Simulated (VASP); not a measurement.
Given:

```
ZnO
1.0
    1.63057    -2.82423     0.00000
    1.63057     2.82423     0.00000
    0.00000     0.00000     5.27084
Zn O
2 2
Cartesian
  1.63057  -0.94141   2.64364
  1.63057   0.94141   0.00822
  1.63057  -0.94141   4.64066
  1.63057   0.94141   2.00524
```

Level of theory: PBE GGA with D3 dispersion (Becke-Johnson damping), VASP's PBE PAW potentials (set 64) (plane waves; VASP). Run with 520 eV cut-off, Gaussian smearing of 0.050 eV, potentials Zn O.

### Question
What does the run give for the band gap (along the path) with the smallest direct gap where there is one?

### Answer

| Item | Value |
|---|---|
| band gap (along the path) | 0.75 eV |
| smallest direct gap (along the path) | 0.75 eV |

Only differences to runs with the same potentials and settings are physical.

The compound is ZnO in the wurtzite structure. It was relaxed first.
